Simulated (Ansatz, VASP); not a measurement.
# Si3Ge in two plane-wave programs, part 2 of 2

One calculation is typed for both programs; each brings its own data sets. How far apart do they land? The cell is taken from a series of runs on this material, whose earlier steps may have relaxed, scaled, displaced or heated it; both programs get it as it stands.

VASP 6.6.1 and Ansatz 0.2.0.

So far: The structure; VASP: relaxation of cell and atoms, r2SCAN.

## (3) Ansatz: relaxation of cell and atoms, r2SCAN

Level of this step: Ansatz beside VASP: Kohn-Sham DFT, plane waves, r2SCAN (Ansatz).

Ansatz runs on its PAW soft_1 files.

The same cell, functional, mesh and smearing now go to Ansatz.

File input.yaml:

```yaml
crystal:
  lattice:
    - [0.0, 5.487, 5.487]
    - [5.487, 0.0, 5.487]
    - [5.487, 5.487, 0.0]
  atoms:
    - { symbol: Ge, position: [0.875, 0.375, 0.375] }
    - { symbol: Ge, position: [0.875, 0.375, 0.875] }
    - { symbol: Ge, position: [0.75, 0.75, 0.25] }
    - { symbol: Ge, position: [0.875, 0.875, 0.375] }
    - { symbol: Si, position: [0.25, 0.25, 0.25] }
    - { symbol: Si, position: [0.375, 0.375, 0.375] }
    - { symbol: Si, position: [0.25, 0.25, 0.75] }
    - { symbol: Si, position: [0.375, 0.375, 0.875] }
    - { symbol: Si, position: [0.25, 0.75, 0.25] }
    - { symbol: Si, position: [0.375, 0.875, 0.375] }
    - { symbol: Si, position: [0.25, 0.75, 0.75] }
    - { symbol: Si, position: [0.375, 0.875, 0.875] }
    - { symbol: Si, position: [0.75, 0.25, 0.25] }
    - { symbol: Si, position: [0.75, 0.25, 0.75] }
    - { symbol: Si, position: [0.75, 0.75, 0.75] }
    - { symbol: Si, position: [0.875, 0.875, 0.875] }
kpoints:
  mp_grid: { grid: [4, 4, 4] }
scf:
  occupations: { method: fermi_dirac, width: 0.02 }
hamiltonian:
  xc: r2scan
  pseudopotentials: { kind: paw, azcp: { folder: soft_1 } }
basis:
  ecutwfc: 600
output:
  forces: true
  stress: true
relax:
  f_tol: 0.005
  max_steps: 70
  cell: { stress_tol: 0.02, p_target: 0 }
```

The run is started by

```bash
ansatz run input.yaml --threads 4 --pin off --max-ram 10240MiB --backend cpu --events-out ev --progress --plain --runs-dir out
```

Numbers of over 12 decimals in the logs are rounded to 6 here.

What it wrote:

```text
Engine: ansatz 0.2.0, aarch64-unknown-linux-gnu
Pseudopotentials: kind: paw
Pseudopotential: Ge, paw, valence charge 14, recommended cutoff 500 eV (meta_gga), soft_1/Ge.paw.azcp
Pseudopotential: Si, paw, valence charge 4, recommended cutoff 500 eV (meta_gga), soft_1/Si.paw.azcp
Functional definition: r2SCAN
  parameter k0 = 0.174
  parameter k1 = 0.065
  parameter a1 = 4.9479
  exchange = r2scan_x(k0 = k0, k1 = k1, a1 = a1)
  correlation = r2scan_c
Crystal: 16 atoms, lattice volume = 330.396 Å³
Basis set: ecut = 600 eV, 11017 PW (Γ), exchange–correlation on 256×256×256 points (64 copies of the dense FFT grid, shifted against one another)
Bands: 68, of which v1, the nominal top of the filled ones, is band 52 counted from 1 (51 counted from 0)
Symmetry: 2 space group operations
Space group: Cm (ITA 8), of the structure as read, at distance tolerance 6.9e-5 Å
k-points: 24 of 64 (time reversal used)
Non-local potential: Ge, projectors of the file, l = 0: 2, l = 1: 2, l = 2: 3, l = 3: 1
Non-local potential: Si, projectors of the file, l = 0: 2, l = 1: 2, l = 2: 1
PAW form: soft (Blöchl's): semilocal exchange-correlation on the pseudo side does not see the compensation charge
PAW frozen core: Ge, regenerated for the run's functional (the file was generated under x = pbe(κ = 0.804, μ = 0.219515), c = pbe(β = 0.066725))
PAW frozen core: Si, regenerated for the run's functional (the file was generated under x = pbe(κ = 0.804, μ = 0.219515), c = pbe(β = 0.066725))
PAW one-centre angular grid: Ge, 590 points (default); XC on 160 Gauss nodes
PAW one-centre angular grid: Si, 302 points (default); XC on 160 Gauss nodes
Initial density: superposition of atomic densities (chi_scale 0.1, normalization cell, long waves kept (reshape's long-wave potential 0.04 eV rms))
Initial wavefunctions: pseudopotential atomic-orbital guess
Functional: x = r2scan, c = r2scan; τ floored in thin density (d = 2e-4 eV/Å³)
SCF iter   1: F=—  HF=-24879.940630 eV  |F-HF|=—  |Δ(HF+E_count)|=         —  Δρ=4.40e-2  dr2=5.45e0  dr2_τ=8.70e-2  ethr=3.10e-3  ⟨swp⟩=8.2  Hψ=7902  notcnv=0  defer=30
preconditioner: auto → Resta (q_TF=auto, 2.250 Å⁻¹)  ε∞=4.6  [insulator: Δε(μ)=0.852 eV  Ē_g=8.626 eV  σ=0.020 eV  W_gap=1.00  n_scr=58 (ndim 8)  ℏωp=16.3 eV  f_vac=0.000  D(μ)=0.00/eV (n_scr^D=0)  ε∞_Penn≈4.6]
SCF iter   2: F=—  HF=-24880.059699 eV  |F-HF|=—  |Δ(HF+E_count)|=   1.19e-1  Δρ=2.70e-2  dr2=2.11e0  dr2_τ=5.64e-3  ethr=3.10e-3  ⟨swp⟩=2.1  Hψ=2086  notcnv=0  defer=203
SCF iter   3: F=—  HF=-24880.236665 eV  |F-HF|=—  |Δ(HF+E_count)|=   1.77e-1  Δρ=2.41e-3  dr2=2.86e-2  dr2_τ=2.25e-4  ethr=2.03e-3  ⟨swp⟩=3.9  Hψ=2474  notcnv=0  defer=107
automatic band count: iteration 3 solves 64 bands in place of 68: the levels show a gap, and the empty bands left out lie too high to hold charge; the band table lists the bands solved (type scf.n_extra_bands for more)
SCF iter   4: F=—  HF=-24880.242498 eV  |F-HF|=—  |Δ(HF+E_count)|=   5.83e-3  Δρ=1.23e-3  dr2=4.26e-3  dr2_τ=5.23e-5  ethr=2.75e-5  ⟨swp⟩=3.1  Hψ=3028  notcnv=0  defer=107
SCF iter   5: F=—  HF=-24880.239802 eV  |F-HF|=—  |Δ(HF+E_count)|=   2.70e-3  Δρ=4.36e-4  dr2=5.43e-4  dr2_τ=1.00e-5  ethr=4.10e-6  ⟨swp⟩=2.0  Hψ=2866  notcnv=0  defer=110
SCF iter   6: F=—  HF=-24880.240061 eV  |F-HF|=—  |Δ(HF+E_count)|=   2.58e-4  Δρ=9.88e-5  dr2=3.06e-5  dr2_τ=3.05e-7  ethr=5.22e-7  ⟨swp⟩=2.5  Hψ=2467  notcnv=0  defer=110
SCF iter   7: F=—  HF=-24880.240160 eV  |F-HF|=—  |Δ(HF+E_count)|=   9.96e-5  Δρ=1.43e-5  dr2=4.71e-7  dr2_τ=6.69e-9  ethr=2.94e-8  ⟨swp⟩=2.0  Hψ=2779  notcnv=0  defer=110
SCF iter   8: F=—  HF=-24880.240160 eV  |F-HF|=—  |Δ(HF+E_count)|=   1.82e-7  Δρ=5.36e-6  dr2=6.64e-8  dr2_τ=7.17e-10  ethr=9.62e-11  ⟨swp⟩=5.3  Hψ=5987  notcnv=0
SCF iter   9: F=-24880.240160 eV  HF=-24880.240160 eV  |F-HF|=1.04e-8  |Δ(HF+E_count)|=   5.18e-8  Δρ=1.22e-6  dr2=7.24e-9  dr2_τ=1.22e-10  ethr=6.38e-11  ⟨swp⟩=4.1  Hψ=5378  notcnv=0
SCF 1 converged in 9 iterations: F = -24880.240160 eV  dr2 = 7.24e-9
  greatest PAW one-centre occupation: 0.998 electrons in one spin orbital (limit 2), on the Ge atom at site 2 (counted from 0), in its partial waves of l = 2
relax step   1: F+E_penalty+E_count = -24880.24016028 eV  Δ(F+E_penalty+E_count) = +0.000e0 eV  max|allowed force component| = 5.432e-1 eV/Å  Δτ_max = 0.0000 Å  P = +0.390 GPa  Ω = 330.396 Å³  (9 SCF iters, dr2 threshold 1.00e-7 eV, accepted)
[...]
relax step   3: F+E_penalty+E_count = -24880.30552658 eV  Δ(F+E_penalty+E_count) = -2.551e-3 eV  max|allowed force component| = 1.221e-2 eV/Å  Δτ_max = 0.0062 Å  P = -0.001 GPa  Ω = 331.669 Å³  energy of the carried Pulay correction = -8.298e-5 eV  (6 SCF iters, dr2 threshold 3.27e-7 eV, accepted)
[...]
relax step   4: F+E_penalty+E_count = -24880.30556214 eV  Δ(F+E_penalty+E_count) = -3.556e-5 eV  max|allowed force component| = 2.779e-4 eV/Å  Δτ_max = 0.0008 Å  P = -0.001 GPa  Ω = 331.673 Å³  energy of the carried Pulay correction = -8.321e-5 eV  (5 SCF iters, dr2 threshold 9.32e-9 eV, accepted)
[...]
relax step   5: F+E_penalty+E_count = -24880.30567419 eV  Δ(F+E_penalty+E_count) = -1.120e-4 eV  max|allowed force component| = 2.829e-4 eV/Å  Δτ_max = 0.0000 Å  P = -0.000 GPa  Ω = 331.673 Å³  stress off target by 7.19e-4 GPa  SCF on the basis re-selected at this cell (its energy is not comparable with the rows above)  (5 SCF iters)
basis re-selected at this cell: Δ(F+E_penalty+E_count) = -1.120e-4 eV, ΔP = +0.000 GPa vs the last step (what re-selecting the basis moved, of the pressure what is left beyond the Pulay correction that the steps carried, after the strain that the cell walked since its last selection, with what the two solves' SCF thresholds leave and, on support functions, any second-order correction that the steps lacked; it is no m [...]
SCF converged after 5 iterations
Free energy (F): -24880.305674 eV
Harris-Foulkes:  -24880.305674 eV  (|F-HF|=8.00e-11)
Internal energy: -24880.305674 eV  (E = F + TS)
E sigma→0 (E₀):  -24880.305674 eV
Fermi energy:    7.104090 eV
--- Per-component energies (eV) ---
  E_band       = -641.026716
  E_kinetic    = 857.886275
  E_local      = -11665.982062  (includes V_loc(G=0)·N_el)
  E_nonlocal   = 1139.733178
  E_hartree    = 5553.016696
  E_xc         = -895.348097
  E_vxc        = -882.008576  (∫ρ·V_xc dr)
  E_paw        = -14327.492053  (= ΣΔE_a)
  E_vpaw       = -1234.535141  (= ΣTr[D̂ρ^β])
  E_aug_tail   = 0.000109  (compensation charges beyond the density's cutoff)
  E_vtau       = 37.846092  (kinetic-family band-sum trace: ∫τ·v_τ [+ j·A + Jᵃ·Aᵃ] dr)
  E_ewald      = -5536.859481
  E_core_change = -5.260240  (= ΣΔE_core)
  E_smearing   = -0.000000  (= −TS)
  E_closure    = 0.000000  (closes the sum)
  Σ components = -24880.305674   (vs F -24880.305674, Δ=0.00e0)
--- Forces (eV/Å), atoms counted from 1 ---
  atom   1  Ge     0.00006745    -0.00001206     0.00020503
  atom   2  Ge     0.00000145     0.00011880    -0.00000145
  atom   3  Ge     0.00005382     0.00020396    -0.00005382
  atom   4  Ge    -0.00020503    -0.00001206    -0.00006745
  atom   5  Si     0.00001381    -0.00003594    -0.00011186
  atom   6  Si    -0.00020858     0.00025621     0.00020858
  atom   7  Si    -0.00005544     0.00015315     0.00005544
  atom   8  Si    -0.00013196     0.00003648     0.00001398
  atom   9  Si     0.00011186    -0.00003594    -0.00001381
  atom  10  Si     0.00019205    -0.00010211    -0.00019205
  atom  11  Si     0.00000173    -0.00015529    -0.00000173
  atom  12  Si    -0.00001398     0.00003648     0.00013196
  atom  13  Si     0.00001354    -0.00028292    -0.00001354
  atom  14  Si    -0.00002475     0.00000626    -0.00013453
  atom  15  Si     0.00013453     0.00000626     0.00002475
  atom  16  Si     0.00004920    -0.00018114    -0.00004920
  max |Σ_I F_I| component: 3.05e-7 eV/Å
--- Stress (GPa, compression-positive) ---
       -0.000411       0.000231      -0.000010
        0.000231      -0.000383      -0.000231
       -0.000010      -0.000231      -0.000411
  P = ⅓ Tr σ = -0.0004 GPa (-0.004 kbar)
--- Relaxed structure (4 steps of the walk, 4 accepted, 1 SCFs on fresh bases) ---
  F+E_penalty+E_count = -24880.30567419 eV   max|allowed force component| = 2.829e-4 eV/Å   (the final SCF, on the basis selected at the relaxed cell)
  cell:  # Å, volume = 331.6726 Å³
    - [-0.000164634, 5.493784, 5.493711]
    - [5.493546, 0.0, 5.493546]
    - [5.494355, 5.494428, -0.00080834]
  atoms:
    - { symbol: Ge, position: [0.876405, 0.370711, 0.376461] }
    - { symbol: Ge, position: [0.875057, 0.374962, 0.875019] }
    - { symbol: Ge, position: [0.747090, 0.752848, 0.247214] }
    - { symbol: Ge, position: [0.876405, 0.876423, 0.376461] }
    - { symbol: Si, position: [0.253949, 0.248580, 0.248622] }
    - { symbol: Si, position: [0.374996, 0.374921, 0.375161] }
    - { symbol: Si, position: [0.253890, 0.248636, 0.748838] }
    - { symbol: Si, position: [0.375003, 0.374851, 0.874967] }
    - { symbol: Si, position: [0.253949, 0.748848, 0.248622] }
    - { symbol: Si, position: [0.371079, 0.876324, 0.376273] }
    - { symbol: Si, position: [0.250141, 0.749991, 0.749877] }
    - { symbol: Si, position: [0.375003, 0.875179, 0.874967] }
    - { symbol: Si, position: [0.746152, 0.251314, 0.251219] }
    - { symbol: Si, position: [0.747314, 0.247485, 0.752620] }
    - { symbol: Si, position: [0.747314, 0.752580, 0.752620] }
    - { symbol: Si, position: [0.876252, 0.876346, 0.871057] }
```

## (4) Differences

Known differences besides the potentials themselves: VASP keeps PBE cores, Ansatz makes them for the functional; the cutoff is 600 eV in Ansatz and 550 eV in VASP; Ansatz adds a Pulay correction to the stress that steers its cell, VASP none. Total energies have different zeros and are not compared.

Compared:

| quantity | Ansatz | VASP | difference |
| --- | --- | --- | --- |
| volume (Å³) | 331.67 | 331.27 | +0.12 % |
| edge a after relaxation, in the typed setting (Å) | 7.769 | 7.766 | +0.04 % |

## (5) What came out

```
difference in volume (relaxation of cell and atoms, r2SCAN) : 0.12 %
```

**Reading.** The difference in volume is 0.12 % (relaxation of cell and atoms, r2SCAN), within the 1.2 % picked in this series as the mark of a large difference, as far as the stopping tolerances let one tell. How closely two codes agree says nothing of how well the functional describes the real material.

[Lines on the potential files, build, host, timing and source positions are cut from VASP's logs without a mark.]

[Logs are printed without paths, hosts, clocks, repeated set-up lines and the standing remarks that a program may print on its own settings, such as how far it seeks lower states.]

[Hosts, paths, dates, database ids (printed as entryN), source tags and the programs' standing remarks are cut or masked in the printed files.]
